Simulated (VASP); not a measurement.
Output of a VASP run:

### OSZICAR
```
       N       E                     dE             d eps       ncg     rms          rms(c)
DAV:   1     0.229702630703E+02    0.22970E+02   -0.27261E+03   576   0.561E+02
DAV:   2    -0.823589549390E+01   -0.31206E+02   -0.30533E+02   826   0.101E+02
DAV:   3    -0.913992065631E+01   -0.90403E+00   -0.90021E+00   683   0.215E+01
DAV:   4    -0.914624865188E+01   -0.63280E-02   -0.63271E-02   677   0.215E+00
DAV:   5    -0.914630756559E+01   -0.58914E-04   -0.58912E-04   685   0.196E-01    0.289E+00
DAV:   6    -0.913535012615E+01    0.10957E-01   -0.26708E-03   608   0.361E-01    0.174E+00
DAV:   7    -0.912862266985E+01    0.67275E-02   -0.68299E-03   596   0.574E-01    0.536E-02
DAV:   8    -0.912865980433E+01   -0.37134E-04   -0.11696E-04   620   0.913E-02    0.150E-02
DAV:   9    -0.912866681934E+01   -0.70150E-05   -0.10863E-05   672   0.246E-02    0.548E-03
DAV:  10    -0.912866647742E+01    0.34192E-06   -0.11675E-06   393   0.721E-03
   1 F= -.91286665E+01 E0= -.91242631E+01  d E =-.880679E-02
```

### OUTCAR
```
------------------------ aborting loop because EDIFF is reached ----------------------------------------
  FORCE on cell =-STRESS in cart. coord.  units (eV):
  Direction    XX          YY          ZZ          XY          YZ          ZX
  --------------------------------------------------------------------------------------
  Total        0.0148530      0.0148530     -0.1104441      0.0000000      0.0000000      0.0000000
  in kB        0.3875614      0.3875615     -2.8818278      0.0000000      0.0000003      0.0000000
  external PRESSURE =      -0.7022350 kB  Pullay stress =       0.0000000 kB
  volume of cell :       61.40
      direct lattice vectors                 reciprocal lattice vectors
     2.159866000  1.246999000  3.799624000     0.231495843  0.133654175  0.087727990
    -2.159866000  1.246999000  3.799624000    -0.231495843  0.133654175  0.087727990
     0.000000000 -2.493999000  3.799624000     0.000000000 -0.267308349  0.087727955
 POSITION                                       TOTAL-FORCE (eV/Angst)
 -----------------------------------------------------------------------------------
      0.00000     -0.00000      3.05786         0.000000      0.000000     -0.200779
      0.00000     -0.00000      8.34101         0.000000     -0.000000      0.200779
 -----------------------------------------------------------------------------------
    total drift:                                0.000000      0.000000     -0.000000
  FREE ENERGIE OF THE ION-ELECTRON SYSTEM (eV)
  ---------------------------------------------------
  free  energy   TOTEN  =        -9.1286664774 eV

  energy  without entropy=       -9.1198596897  energy(sigma->0) =       -9.12426308
```
(Selected blocks of OUTCAR.)

**POSCAR**
```
Sb
1
    2.1598660000     1.2469990000     3.7996240000
   -2.1598660000     1.2469990000     3.7996240000
    0.0000000000    -2.4939990000     3.7996240000
Sb
2
Direct
  0.2682600000   0.2682600000   0.2682600000
  0.7317400000   0.7317400000   0.7317400000
```

Task: Write an INCAR and KPOINTS that could have produced this output.

Result: One answer among several that fit: the input of the run itself, PBEsol GGA, plane waves, VASP's PBE PAW potentials (set 64).

File KPOINTS:
```
kpoints
0
G
  6 6 6
0 0 0
```

INCAR:
```
LCHARG  =  .FALSE.
LREAL  =  .FALSE.   ! projection in real space or not
LWAVE  =  .FALSE.
ENCUT  =  300   ! plane-wave cut-off (eV)
LMAXMIX  =  4
SYSTEM  =  Sb
ISIF  =  2
LASPH  =  .TRUE.
NELM  =  100   ! most electronic steps
ALGO  =  Normal
EDIFF  =  1E-6
ISMEAR  =  -1
PREC  =  Accurate
SIGMA  =  0.1   ! width (eV)
GGA  =  PS   ! PBEsol
```

POTCAR, in this order: Sb (PBE.64 set). Program: vasp_std.

The structure comes from a computed database's Sb entry; how it stands against other phases isn't given here. The cell was not relaxed at this level. The run is one of a series of settings (GGA = PS against the base run), some of them coarse on purpose.
